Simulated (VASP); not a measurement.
Consider the following.

```
CoSi2
1.0
    0.00000     2.73360     2.73360
    2.73360     0.00000     2.73360
    2.73360     2.73360     0.00000
Co Si
1 2
Cartesian
  0.00000   0.00000   0.00000
  1.36680   1.36680   1.36680
  4.10040   4.10040   4.10040
```

Computed with PBE GGA + U (Dudarev), VASP's PBE PAW potentials (set 64) (plane waves; VASP). Run with 400 eV cut-off, 9×9×9 Γ-centred mesh, first-order Methfessel-Paxton smearing of 0.10 eV, potentials Co Si, U − J: Co 3.00 eV.

Give the stress tensor in GPa (positive for a compressed cell).

```
-12.23    0.00    0.00
  0.00  -12.23    0.00
  0.00    0.00  -12.23
```
The pressure is its mean diagonal, -12.23 GPa.

The compound is CoSi2 in the fluorite structure. The cell was not relaxed at this level. The run is one of a series of settings (LDAU = .TRUE., LDAUJ = 0 0, LDAUL = 2 -1, LDAUTYPE = 2, LDAUU = 3.0 0 against the base run), some of them coarse on purpose. The run is not spin-polarised, so no magnetic state was tried. The electron count is odd and the run is not spin-polarised, which forces a metal.
